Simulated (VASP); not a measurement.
All values below come from AM05 GGA, VASP's PBE PAW potentials (set 64) (plane waves; VASP 6.6.1).

The input files of a VASP run:

File POSCAR:
```
La2O3
3.9055580
  0.5000000052  -0.8660253901   0.0000000000
  0.5000000052   0.8660253901   0.0000000000
  0.0000000000   0.0000000000   1.5548011390
La O
2 3
Cartesian
  0.5000000052   0.2886757074   0.3826332428
  0.5000000052  -0.2886757074   1.1721678962
  0.0000000000   0.0000000000   1.5548011390
  0.5000000052   0.2886757074   1.0041435977
  0.5000000052  -0.2886757074   0.5506575413
```

### INCAR
```
ALGO=Normal
EDIFF=1E-7
ENCUT=520
GGA=AM
ISIF=2
ISMEAR=-5
LASPH=.True.
LCHARG=.True.
LEFG=.True.
LMAXMIX=6
LORBIT=11
LREAL=.False.
LWAVE=.False.
NEDOS=601
NELM=100
PREC=Accurate
SYSTEM=La2O3
```

File KPOINTS:
```
Automatic mesh
0
Gamma
7 7 4
0 0 0
```

POTCAR, in this order: La O (PBE.64 set). Program: vasp_std.

### Question
What will the output report for the number of irreducible k-points (NKPTS), largest plane-wave count, number of space-group operations, FFT grid (NGX, NGY, NGZ)?

### Answer

```yaml
number of irreducible k-points (NKPTS): 28
largest_plane_wave_count: 2189
number_of_space_group_operations: 12
FFT grid (NGX, NGY, NGZ): 30 × 30 × 48
```

The compound is La2O3 in the a-type structure. It was relaxed first.
